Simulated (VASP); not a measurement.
These are LDA (Ceperley-Alder, Perdew-Zunger), VASP's LDA PAW potentials (set 64) (plane waves; VASP) values and carry that method's errors.

Input for VASP

POSCAR:
```
TiC
1
    0.0000000000     2.0878700604     2.0878700604
    2.0878700604     0.0000000000     2.0878700604
    2.0878700604     2.0878700604     0.0000000000
Ti C
1 1
Direct
  0.0000000000   0.0000000000   0.0000000000
  0.5000000000   0.5000000000   0.5000000000
```

**KPOINTS**
```
kpoints
0
Gamma
 15 15 15
```

### INCAR
```
SYSTEM = TiC
PREC = Accurate
ENCUT = 620
EDIFF = 1E-6
NELM = 100
ALGO = Normal
LREAL = .FALSE.
LASPH = .TRUE.
ISMEAR = 1
SIGMA = 0.1
LMAXMIX = 4
LWAVE = .FALSE.
LCHARG = .FALSE.
IBRION = 2
ISIF = 3
NSW = 40
EDIFFG = -0.02
PSTRESS = 200
```

POTCAR, in this order: Ti_sv C (LDA.64 set). Program: vasp_std.

What VASP printed:

OSZICAR:
```
       N       E                     dE             d eps       ncg     rms          rms(c)
DAV:   1     0.129501436963E+03    0.12950E+03   -0.94590E+03  2884   0.183E+03
DAV:   2    -0.151511027309E+02   -0.14465E+03   -0.13761E+03  2992   0.414E+02
DAV:   3    -0.251872155846E+02   -0.10036E+02   -0.96632E+01  3696   0.102E+02
DAV:   4    -0.257264866401E+02   -0.53927E+00   -0.53837E+00  3876   0.223E+01
DAV:   5    -0.257414022562E+02   -0.14916E-01   -0.14915E-01  3764   0.326E+00    0.210E+01
DAV:   6    -0.209527534408E+02    0.47886E+01   -0.28273E+01  3332   0.713E+01    0.675E+00
DAV:   7    -0.204885309780E+02    0.46422E+00   -0.35992E+00  3252   0.263E+01    0.581E+00
DAV:   8    -0.204641777400E+02    0.24353E-01   -0.18495E-01  2996   0.607E+00    0.203E+00
DAV:   9    -0.204720963017E+02   -0.79186E-02   -0.52271E-02  3652   0.215E+00    0.855E-01
DAV:  10    -0.204693262297E+02    0.27701E-02   -0.15840E-02  3512   0.206E+00    0.284E-01
DAV:  11    -0.204690756490E+02    0.25058E-03   -0.11104E-03  3384   0.315E-01    0.451E-02
DAV:  12    -0.204690389461E+02    0.36703E-04   -0.84338E-05  3128   0.140E-01    0.167E-02
DAV:  13    -0.204690320962E+02    0.68498E-05   -0.21427E-05  3372   0.777E-02    0.566E-03
DAV:  14    -0.204690320015E+02    0.94698E-07   -0.82824E-07  1804   0.130E-02
   1 F= -.18196763E+02 E0= -.18196797E+02  d E =-.181968E+02
```

### OUTCAR
```
------------------------ aborting loop because EDIFF is reached ----------------------------------------
  FORCE on cell =-STRESS in cart. coord.  units (eV):
  Direction    XX          YY          ZZ          XY          YZ          ZX
  --------------------------------------------------------------------------------------
  Total        2.2456287      2.2456287      2.2456287      0.0000000     -0.0000000     -0.0000000
  in kB      197.6551514    197.6551514    197.6551514      0.0000000     -0.0000000     -0.0000000
  external PRESSURE =      -2.3448486 kB  Pullay stress =     200.0000000 kB
  volume of cell :       18.20
      direct lattice vectors                 reciprocal lattice vectors
     0.000000000  2.087870060  2.087870060    -0.239478505  0.239478505  0.239478505
     2.087870060  0.000000000  2.087870060     0.239478505 -0.239478505  0.239478505
     2.087870060  2.087870060  0.000000000     0.239478505  0.239478505 -0.239478505
 POSITION                                       TOTAL-FORCE (eV/Angst)
 -----------------------------------------------------------------------------------
      0.00000      0.00000      0.00000         0.000000      0.000000     -0.000000
      2.08787      2.08787      2.08787        -0.000000      0.000000      0.000000
 -----------------------------------------------------------------------------------
    total drift:                                0.000000     -0.000000     -0.000000
  FREE ENERGIE OF THE ION-ELECTRON SYSTEM (eV)
  ---------------------------------------------------
  free  energy   TOTEN  =       -20.4690320015 eV

  energy  without entropy=      -20.4691351549  energy(sigma->0) =      -20.46906639
  enthalpy is  TOTEN    =       -18.1967626598 eV   P V=        2.2722693418

 reached required accuracy - stopping structural energy minimisation
```
(Selected blocks of OUTCAR.)

The compound is TiC in the rock salt structure. It was relaxed first under an external pressure of 20 GPa.
